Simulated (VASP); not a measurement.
# SnSe2: what each functional gives, and what it costs, part 9 of 9

Wanted: bands and gap of SnSe2 from one functional after another. LASPH is on for some levels and off for others; the table marks which. The start is a cell from a database of measured crystal structures.

VASP 6.6.1, plane waves and PAW; the level of theory is named at each step.

So far, least gap on mesh and path (eV): step 2 (bands, level LDA, k 4×4×3) 0.576; step 11 (bands, level HSE03, k 4×4×3) 1.27; step 13 (bands, level PBE-EpsX, k 4×4×3) 1.20; step 14 (bands, level PBE0, k 4×4×3) 2.12; step 15 (bands, level PBE + SOC) 0.697.

## 17. Bands with HSE06 + SOC

This step: HSE06, spin-orbit coupling; plane waves and PAW (Sn_d, Se) (VASP 6.6.1).

File INCAR:

```
SYSTEM = SnSe2
PREC = Accurate
ENCUT = 400
EDIFF = 1E-06
NELM = 100
ISMEAR = 0
SIGMA = 0.02
LREAL = .FALSE.
ALGO = Normal
LHFCALC = .TRUE.
AEXX = 0.25
GGA = PE
HFSCREEN = 0.2
LASPH = .TRUE.
LNONCOLLINEAR = .TRUE.
MAGMOM = 0 0 0 0 0 0 0 0 0
NBANDS = 38
GGA_COMPAT = .FALSE.
LSORBIT = .TRUE.
PRECFOCK = Fast
LORBIT = 11
LWAVE = .FALSE.
LCHARG = .FALSE.
KPAR = 4
```

File POSCAR:

```
SnSe2
1.0
    3.8110000000      0.0000000000      0.0000000000
   -1.9055000000      3.3004228138      0.0000000000
    0.0000000000      0.0000000000      6.1360000000
Sn Se
1 2
Direct
    0.0000000000      0.0000000000      0.0000000000
    0.3333333333      0.6666666667      0.2490000000
    0.6666666667      0.3333333333      0.7510000000
```

File KPOINTS:

```
Automatic mesh
0
Gamma
4 4 3
0 0 0
```

File KPOINTS_OPT:

```
Line mode
6
Line-mode
Reciprocal
  0.00000000   0.00000000   0.00000000 GAMMA
  0.50000000   0.00000000   0.00000000 M

  0.50000000   0.00000000   0.00000000 M
  0.33333333   0.33333333   0.00000000 K

  0.33333333   0.33333333   0.00000000 K
  0.00000000   0.00000000   0.00000000 GAMMA

  0.00000000   0.00000000   0.00000000 GAMMA
  0.00000000   0.00000000   0.50000000 A

  0.00000000   0.00000000   0.50000000 A
  0.50000000   0.00000000   0.50000000 L

  0.50000000   0.00000000   0.50000000 L
  0.33333333   0.33333333   0.50000000 H

  0.33333333   0.33333333   0.50000000 H
  0.00000000   0.00000000   0.50000000 A

  0.50000000   0.00000000   0.50000000 L
  0.50000000   0.00000000   0.00000000 M

  0.33333333   0.33333333   0.00000000 K
  0.33333333   0.33333333   0.50000000 H
```

PAW data sets: Sn_d and Se (PBE family, release 64).

The run starts from files that an earlier step left in the folder.

On the command line:

```
$ mpirun -np 4 vasp_ncl
```

Numbers of over 12 decimals in the logs are rounded to 6 here.

Output:

```text
[... set-up lines as in an earlier step ...]
 entering main loop
       N       E                     dE             d eps       ncg     rms          rms(c)
DAV:   1    -0.145605783358E+02   -0.14561E+02   -0.59806E-01   722   0.720E+00    0.211E+00
DAV:   2    -0.145701829275E+02   -0.96046E-02   -0.49179E-02   762   0.131E+00    0.140E+00
DAV:   3    -0.145685809780E+02    0.16019E-02   -0.32905E-03  1002   0.450E-01    0.836E-01
DAV:   4    -0.145681672923E+02    0.41369E-03   -0.50846E-04   764   0.184E-01    0.477E-01
DAV:   5    -0.145680269498E+02    0.14034E-03   -0.93884E-05   760   0.919E-02    0.269E-01
DAV:   6    -0.145679760876E+02    0.50862E-04   -0.35076E-05   750   0.526E-02    0.147E-01
DAV:   7    -0.145679616864E+02    0.14401E-04   -0.13199E-05   742   0.273E-02    0.810E-02
DAV:   8    -0.145679583349E+02    0.33516E-05   -0.29206E-06   680   0.133E-02    0.458E-02
DAV:   9    -0.145679577381E+02    0.59679E-06   -0.79090E-07   522   0.785E-03
   1 F= -.14567958E+02 E0= -.14567958E+02  d E =-.169887E-31  mag=    -0.0000     0.0000     0.0000
 Start KPOINTS_OPT (optional k-point list driver)
k-point batch [1-9\54]
       N       E                     dE             ncg
DAV:   1     0.428049403173E+03   -0.36593E+04      748
DAV:   2    -0.166661236156E+04   -0.20947E+04      706
DAV:   3    -0.201818765207E+04   -0.35158E+03      800
DAV:   4    -0.204200944004E+04   -0.23822E+02      796
DAV:   5    -0.204266001960E+04   -0.65058E+00      970
DAV:   6    -0.204267380818E+04   -0.13789E-01      916
DAV:   7    -0.204267423920E+04   -0.43102E-03     1014
DAV:   8    -0.204267424921E+04   -0.10014E-04      742
DAV:   9    -0.204267424968E+04   -0.46930E-06      552
[...]
k-point batch [46-54\54]
       N       E                     dE             ncg
DAV:   1     0.337636469888E+03   -0.66066E+04      732
DAV:   2    -0.175135544156E+04   -0.20890E+04      706
DAV:   3    -0.208979682471E+04   -0.33844E+03      764
DAV:   4    -0.210915273746E+04   -0.19356E+02      828
DAV:   5    -0.210969942293E+04   -0.54669E+00      938
DAV:   6    -0.210971053528E+04   -0.11112E-01      944
DAV:   7    -0.210971108551E+04   -0.55023E-03     1074
DAV:   8    -0.210971109136E+04   -0.58578E-05      800
DAV:   9    -0.210971109145E+04   -0.83796E-07      580
```

Run time: 22 min. Hardware: 4 MPI ranks of Intel Xeon 6975P-C (Granite Rapids), shared host; peak memory 1.7 GiB; 90 min of CPU time.

OUTCAR, selected parts (step 17):

```text
 POSITION                                       TOTAL-FORCE (eV/Angst)
 -----------------------------------------------------------------------------------
      0.00000      0.00000      0.00000        -0.000000      0.000000      0.000000
     -0.00000      2.20028      1.52786         0.000000     -0.000000      0.256424
      1.90550      1.10014      4.60814        -0.000000      0.000000     -0.256424
 -----------------------------------------------------------------------------------
    total drift:                               -0.000000      0.000000     -0.000002

  FREE ENERGIE OF THE ION-ELECTRON SYSTEM (eV)
  ---------------------------------------------------
  free  energy   TOTEN  =       -14.5679577381 eV

  energy  without entropy=      -14.5679577381  energy(sigma->0) =      -14.56795774

 magnetization (x)
# of ion       s       p       d       tot
------------------------------------------
    1        0.000   0.000   0.000   0.000
    2       -0.000  -0.000   0.000  -0.000
    3       -0.000  -0.000  -0.000  -0.000
--------------------------------------------------
tot         -0.000  -0.000   0.000  -0.000

 magnetization (y)
# of ion       s       p       d       tot
------------------------------------------
    1        0.000   0.000   0.000   0.000
    2       -0.000   0.000   0.000  -0.000
    3        0.000   0.000   0.000   0.000
--------------------------------------------------
tot         -0.000   0.000   0.000  -0.000

[... 2 parts as in an earlier step ...]

[... 2 further parts left out ...]
[key lines of the parts left out:]
E-fermi :   3.8178
```

Electronic bands along the path, in eV, zero at the valence-band top; v1 is the highest filled band, c1 the lowest empty one:

| point | v4 | v3 | v2 | v1 | c1 | c2 | c3 | c4 |
| --- | --- | --- | --- | --- | --- | --- | --- | --- |
| Γ | -0.32 | -0.32 | -0.03 | -0.03 | 1.85 | 1.85 | 3.71 | 3.71 |
| 0.60 of the way | -0.56 | -0.56 | -0.19 | -0.19 | 2.41 | 2.41 | 4.86 | 4.86 |
| M | -1.33 | -1.33 | -0.37 | -0.37 | 1.78 | 1.78 | 4.61 | 4.61 |
| 0.40 of the way | -1.39 | -1.39 | -1.09 | -1.09 | 2.17 | 2.17 | 5.70 | 5.70 |
| K | -1.75 | -1.75 | -1.68 | -1.68 | 2.13 | 2.13 | 7.62 | 7.62 |
| 0.40 of the way | -1.73 | -1.73 | -0.46 | -0.46 | 2.76 | 2.76 | 6.19 | 6.19 |
| Γ | -0.32 | -0.32 | -0.03 | -0.03 | 1.85 | 1.85 | 3.71 | 3.71 |
| 0.40 of the way | -0.57 | -0.57 | -0.26 | -0.26 | 2.48 | 2.48 | 3.72 | 3.72 |
| A | -0.47 | -0.47 | -0.16 | -0.16 | 3.24 | 3.24 | 3.69 | 3.69 |
| 0.40 of the way | -1.51 | -1.51 | -0.39 | -0.39 | 2.76 | 2.76 | 5.21 | 5.21 |
| L | -1.05 | -1.05 | -0.72 | -0.72 | 1.52 | 1.52 | 5.08 | 5.08 |
| 0.60 of the way | -0.69 | -0.69 | -0.46 | -0.46 | 2.81 | 2.81 | 5.59 | 5.59 |
| H | -0.53 | -0.53 | -0.42 | -0.42 | 3.37 | 3.37 | 5.53 | 5.53 |
| 0.40 of the way | -0.99 | -0.99 | -0.80 | -0.80 | 3.00 | 3.00 | 5.51 | 5.51 |
| A | -0.47 | -0.47 | -0.16 | -0.16 | 3.24 | 3.24 | 3.69 | 3.69 |
| jump to L | -1.05 | -1.05 | -0.72 | -0.72 | 1.52 | 1.52 | 5.08 | 5.08 |
| 0.40 of the way | -0.96 | -0.96 | -0.59 | -0.59 | 1.43 | 1.43 | 4.90 | 4.90 |
| M | -1.33 | -1.33 | -0.37 | -0.37 | 1.78 | 1.78 | 4.61 | 4.61 |
| jump to K | -1.75 | -1.75 | -1.68 | -1.68 | 2.13 | 2.13 | 7.62 | 7.62 |
| 0.60 of the way | -0.94 | -0.94 | -0.85 | -0.85 | 2.89 | 2.89 | 6.17 | 6.17 |
| H | -0.53 | -0.53 | -0.42 | -0.42 | 3.37 | 3.37 | 5.53 | 5.53 |

Of the projections kept (Sn, Se), the largest for each band there, as a share of the weight inside these atoms' spheres; weight between the spheres isn't counted:

| point | v4 | v3 | v2 | v1 | c1 | c2 | c3 | c4 |
| --- | --- | --- | --- | --- | --- | --- | --- | --- |
| Γ | Se 0.91 | Se 0.91 | Se 0.88 | Se 0.88 | Se 0.53 | Se 0.53 | Sn 0.59 | Sn 0.59 |
| M | Se 0.89 | Se 0.89 | Se 0.91 | Se 0.91 | Se 0.52 | Se 0.52 | Sn 0.57 | Sn 0.57 |
| K | Se 0.92 | Se 0.92 | Se 0.93 | Se 0.93 | Se 0.55 | Se 0.55 | Se 0.58 | Se 0.58 |
| Γ | Se 0.91 | Se 0.91 | Se 0.88 | Se 0.88 | Se 0.53 | Se 0.53 | Sn 0.59 | Sn 0.59 |
| A | Se 0.91 | Se 0.91 | Se 0.90 | Se 0.90 | Se 0.55 | Se 0.55 | Sn 0.64 | Sn 0.64 |
| L | Se 0.90 | Se 0.90 | Se 0.91 | Se 0.91 | Se 0.52 | Se 0.52 | Se 0.67 | Se 0.67 |

The gap is 1.43 eV, indirect. Against HSE06 that is -0.04 eV; this run took 6.3 times the core time.

## 18. Bands with TB-mBJ + SOC

This step: TB-mBJ, spin-orbit coupling; plane waves and PAW (Sn_d, Se) (VASP 6.6.1).

File INCAR:

```
SYSTEM = SnSe2
PREC = Accurate
ENCUT = 400
EDIFF = 1E-06
NELM = 150
ISMEAR = 0
SIGMA = 0.02
LREAL = .FALSE.
ALGO = Normal
METAGGA = MBJ
LASPH = .TRUE.
LNONCOLLINEAR = .TRUE.
MAGMOM = 0 0 0 0 0 0 0 0 0
NBANDS = 38
GGA_COMPAT = .FALSE.
LSORBIT = .TRUE.
LORBIT = 11
LWAVE = .FALSE.
LCHARG = .FALSE.
KPAR = 4
```

POSCAR is that of step 17.

File KPOINTS:

```
Automatic mesh
0
Gamma
5 5 3
0 0 0
```

Changes to KPOINTS_OPT since step 17:

```diff
@@ -1,3 +1,3 @@
 Line mode
-6
+16
 Line-mode
```

On the command line:

```
$ mpirun -np 4 vasp_ncl
```

Output:

```text
[... set-up lines as in an earlier step ...]
 entering main loop
       N       E                     dE             d eps       ncg     rms          rms(c)
DAV:   1     0.780718184576E+03    0.78072E+03   -0.98218E+03   934   0.132E+03
DAV:   2     0.574478384845E+03   -0.20624E+03   -0.19617E+03   936   0.386E+02
DAV:   3     0.541586368958E+03   -0.32892E+02   -0.31877E+02  1102   0.142E+02
DAV:   4     0.540001803308E+03   -0.15846E+01   -0.15747E+01  1098   0.341E+01
[...]
DAV:  33     0.543635719091E+03    0.11968E-04   -0.34724E-10   492   0.156E-04    0.325E-05
DAV:  34     0.543635736792E+03    0.17701E-04   -0.20448E-10   492   0.111E-04    0.587E-05
DAV:  35     0.543635736609E+03   -0.18346E-06   -0.15018E-10   492   0.109E-04
   1 F= 0.54363574E+03 E0= 0.54363574E+03  d E =-.902316E-24  mag=     0.0000     0.0000    -0.0000
 Start KPOINTS_OPT (optional k-point list driver)
k-point batch [1-12\144]
       N       E                     dE             ncg
DAV:   1     0.801411374110E+03   -0.13417E+04      970
DAV:   2    -0.176154757661E+04   -0.25630E+04      942
DAV:   3    -0.217801225220E+04   -0.41646E+03     1124
DAV:   4    -0.219765018477E+04   -0.19638E+02     1074
DAV:   5    -0.219845595452E+04   -0.80577E+00     1496
DAV:   6    -0.219846913058E+04   -0.13176E-01     1250
DAV:   7    -0.219846964082E+04   -0.51023E-03     1478
DAV:   8    -0.219846965070E+04   -0.98896E-05     1274
DAV:   9    -0.219846965098E+04   -0.27215E-06      758
[...]
k-point batch [133-144\144]
       N       E                     dE             ncg
DAV:   1     0.496832163138E+03   -0.91482E+04      964
DAV:   2    -0.195933134410E+04   -0.24562E+04      966
DAV:   3    -0.232256679981E+04   -0.36324E+03     1098
DAV:   4    -0.233839268345E+04   -0.15826E+02     1136
DAV:   5    -0.233906295570E+04   -0.67027E+00     1524
DAV:   6    -0.233906961213E+04   -0.66564E-02     1198
DAV:   7    -0.233906998190E+04   -0.36978E-03     1492
DAV:   8    -0.233906999140E+04   -0.94992E-05     1232
DAV:   9    -0.233906999173E+04   -0.32426E-06      846
```

Wall time 2 min (4 MPI ranks); peak memory 1.5 GiB.

Parts of OUTCAR (step 18):

```text
  Total      -74.2469444    -74.2469444    -75.3678727     -0.0000000      0.0000000     -0.0000000
  in kB    -1541.3287794  -1541.3287794  -1564.5986799     -0.0000000      0.0000000     -0.0000000
  external PRESSURE =   -1549.0854129 kB  Pullay stress =       0.0000000 kB

 POSITION                                       TOTAL-FORCE (eV/Angst)
 -----------------------------------------------------------------------------------
      0.00000      0.00000      0.00000         0.000000      0.000000      0.000000
     -0.00000      2.20028      1.52786        -0.000000      0.000000     -0.237204
      1.90550      1.10014      4.60814         0.000000      0.000000      0.237204
 -----------------------------------------------------------------------------------
    total drift:                                0.000000      0.000000     -0.000000

  FREE ENERGIE OF THE ION-ELECTRON SYSTEM (eV)
  ---------------------------------------------------
  free  energy   TOTEN  =       543.6357366090 eV

  energy  without entropy=      543.6357366090  energy(sigma->0) =      543.63573661

 magnetization (x)
# of ion       s       p       d       tot
------------------------------------------
    1       -0.000   0.000   0.000  -0.000
    2        0.000   0.000   0.000   0.000
    3        0.000   0.000   0.000   0.000
--------------------------------------------------
tot         -0.000   0.000   0.000  -0.000

 magnetization (y)
# of ion       s       p       d       tot
------------------------------------------
    1        0.000   0.000   0.000   0.000
    2       -0.000   0.000   0.000   0.000
    3        0.000  -0.000   0.000  -0.000
--------------------------------------------------
tot          0.000   0.000   0.000   0.000

[... 3 parts as in an earlier step ...]

[... 1 further part left out ...]
[key lines of the parts left out:]
E-fermi :   4.2993
```

The electronic bands at the labelled points (eV, zero at the valence-band top; v1 is the highest filled band, c1 the lowest empty one):

| point | v4 | v3 | v2 | v1 | c1 | c2 | c3 | c4 |
| --- | --- | --- | --- | --- | --- | --- | --- | --- |
| Γ | -0.32 | -0.32 | -0.02 | -0.02 | 1.81 | 1.81 | 3.62 | 3.62 |
| 0.53 of the way | -0.36 | -0.36 | -0.13 | -0.13 | 2.37 | 2.37 | 4.65 | 4.65 |
| M | -1.06 | -1.06 | -0.34 | -0.34 | 1.61 | 1.61 | 4.44 | 4.44 |
| 0.47 of the way | -1.20 | -1.20 | -1.01 | -1.01 | 1.98 | 1.98 | 5.65 | 5.65 |
| K | -1.44 | -1.44 | -1.38 | -1.38 | 1.97 | 1.97 | 7.04 | 7.04 |
| 0.47 of the way | -1.27 | -1.27 | -0.23 | -0.23 | 2.57 | 2.57 | 5.58 | 5.58 |
| Γ | -0.32 | -0.32 | -0.02 | -0.02 | 1.81 | 1.81 | 3.62 | 3.62 |
| 0.47 of the way | -0.50 | -0.50 | -0.25 | -0.25 | 2.42 | 2.42 | 3.63 | 3.63 |
| A | -0.43 | -0.43 | -0.18 | -0.18 | 2.92 | 2.92 | 3.63 | 3.63 |
| 0.53 of the way | -1.29 | -1.29 | -0.46 | -0.46 | 2.11 | 2.11 | 5.11 | 5.11 |
| L | -0.88 | -0.88 | -0.62 | -0.62 | 1.40 | 1.40 | 4.88 | 4.88 |
| 0.53 of the way | -0.61 | -0.61 | -0.41 | -0.41 | 2.33 | 2.33 | 5.35 | 5.35 |
| H | -0.44 | -0.44 | -0.35 | -0.35 | 2.94 | 2.94 | 5.29 | 5.29 |
| 0.47 of the way | -0.88 | -0.88 | -0.73 | -0.73 | 2.62 | 2.62 | 5.21 | 5.21 |
| A | -0.43 | -0.43 | -0.18 | -0.18 | 2.92 | 2.92 | 3.63 | 3.63 |
| jump to L | -0.88 | -0.88 | -0.62 | -0.62 | 1.40 | 1.40 | 4.88 | 4.88 |
| 0.47 of the way | -0.80 | -0.80 | -0.49 | -0.49 | 1.36 | 1.36 | 4.65 | 4.65 |
| M | -1.06 | -1.06 | -0.34 | -0.34 | 1.61 | 1.61 | 4.44 | 4.44 |
| jump to K | -1.44 | -1.44 | -1.38 | -1.38 | 1.97 | 1.97 | 7.04 | 7.04 |
| 0.53 of the way | -0.88 | -0.88 | -0.81 | -0.81 | 2.47 | 2.47 | 5.99 | 5.99 |
| H | -0.44 | -0.44 | -0.35 | -0.35 | 2.94 | 2.94 | 5.29 | 5.29 |

Of the projections kept (Sn, Se), the largest for each band there, as a share of the weight inside these atoms' spheres; weight between the spheres isn't counted:

| point | v4 | v3 | v2 | v1 | c1 | c2 | c3 | c4 |
| --- | --- | --- | --- | --- | --- | --- | --- | --- |
| Γ | Se 0.91 | Se 0.91 | Se 0.90 | Se 0.90 | Se 0.57 | Se 0.57 | Sn 0.60 | Sn 0.60 |
| M | Se 0.90 | Se 0.90 | Se 0.92 | Se 0.92 | Se 0.58 | Se 0.58 | Sn 0.55 | Sn 0.55 |
| K | Se 0.93 | Se 0.93 | Se 0.93 | Se 0.93 | Se 0.61 | Se 0.61 | Se 0.60 | Se 0.60 |
| Γ | Se 0.91 | Se 0.91 | Se 0.90 | Se 0.90 | Se 0.57 | Se 0.57 | Sn 0.60 | Sn 0.60 |
| A | Se 0.91 | Se 0.91 | Se 0.91 | Se 0.91 | Se 0.59 | Se 0.59 | Sn 0.63 | Sn 0.63 |
| L | Se 0.91 | Se 0.91 | Se 0.92 | Se 0.92 | Se 0.58 | Se 0.58 | Se 0.64 | Se 0.64 |

The gap is 1.34 eV, indirect. Against TB-mBJ that is -0.04 eV, on another mesh; this run took 3.7 times the core time.

## 19. The ladder as a table

This step: ladder of functionals on one cell; plane waves and PAW (VASP 6.6.1).

No new run; the numbers come from the runs before.

A gap of 0 means none; cost is the wall time of each run, as given at its step, times its ranks, without the set-up around it; LASPH differs between rows, which moves results and costs too. Results by level, by row:

| level | gap (eV) | least direct gap (eV) | pressure (GPa) | cost (core minutes) | LASPH |
| --- | --- | --- | --- | --- | --- |
| LDA | 0.576 | 0.887 | 1.53 | 1.16 | off |
| PBEsol | 0.634 | 0.985 | 3.04 | 1.17 | off |
| PBE | 0.713 | 1.082 | 6 | 1.17 | off |
| r2SCAN | 1.019 | 1.524 | 3.96 | 4 | on |
| TB-mBJ | 1.374 | 1.884 | - | 2.13 | on |
| TPSS | 0.765 | 1.188 | 5.14 | 4.47 | on |
| HSE06 | 1.462 | 1.938 | - | 14.2 | on |
| r2SCAN0 | 2.31 | 2.841 | - | 15.8 | on |
| HSE03 | 1.267 | 1.744 | - | 14.3 | on |
| PBE-EpsX | 1.203 | 1.6 | - | 13.5 | on |
| PBE0 | 2.118 | 2.575 | - | 14.4 | on |
| PBE + SOC | 0.697 | 1.044 | 5.77 | 4.47 | on |
| HSE06 + SOC | 1.427 | 1.88 | - | 89.9 | on |
| TB-mBJ + SOC | 1.336 | 1.827 | - | 7.93 | on |

## 20. Summary of results

```json
{
  "gap, LDA": "0.576 eV",
  "gap, PBEsol": "0.634 eV",
  "gap, PBE": "0.713 eV",
  "gap, r2SCAN": "1.02 eV",
  "gap, TB-mBJ": "1.37 eV",
  "gap, TPSS": "0.765 eV",
  "gap, HSE06": "1.46 eV",
  "gap, r2SCAN0": "2.31 eV",
  "gap, HSE03": "1.27 eV",
  "gap, PBE-EpsX": "1.20 eV",
  "gap, PBE0": "2.12 eV",
  "gap, PBE + SOC": "0.697 eV",
  "gap, HSE06 + SOC": "1.43 eV",
  "gap, TB-mBJ + SOC": "1.34 eV"
}
```

**Reading.** For SnSe2, without spin-orbit coupling, the functional decides between a gap of 0.576 eV (LDA) and 2.31 eV (r2SCAN0), while across these levels the cost spans a factor of 14. HSE06 moves the gap by +0.75 eV from PBE, at about 12 times the core time, though on fewer points of the path. On r2SCAN the gap grows with the share of exact exchange: 1.02 eV at none, 2.31 eV at 0.25. PBE0 and HSE06 hold the same share of exact exchange; keeping its long-range part moves the gap by +0.66 eV, a figure that converges slowly with the mesh. Spin-orbit coupling changes the PBE gap by -0.02 eV (the two runs use different meshes). Adding the spin-orbit shift of HSE06 (-0.04 eV) to levels run without it gives estimates of 2.28 eV for r2SCAN0, 1.23 eV for HSE03, 1.17 eV for PBE-EpsX and 2.08 eV for PBE0; the shift need not carry over unchanged. TB-mBJ lands -0.09 eV from HSE06 at 15 % of its cost. All levels use one geometry, and one mesh but for spin-orbit runs, kept coarse to afford the hybrids, so no gap here is fully converged. Costs come from a shared host, and the hybrids use PRECFOCK = Fast. These are single-particle gaps of a static lattice, without excitons or temperature. LASPH is on for some levels and off for others, so differences between them are not the functional's alone. Where LASPH is switched on together with spin-orbit coupling, the shift holds both.

[Lines on the potential files, build, host, timing and source positions are cut from VASP's logs without a mark.]

[Logs are printed without paths, hosts, clocks, repeated set-up lines and the standing remarks that a program may print on its own settings, such as how far it seeks lower states.]

[Hosts, paths, dates, database ids (printed as entryN), source tags and the programs' standing remarks are cut or masked in the printed files.]

[A measured line is paired with the nearest computed mode of its activity, which favours agreement.]

[In band tables of VASP the shares of atoms and orbitals are scaled to a sum of 1 inside the atoms' spheres.]
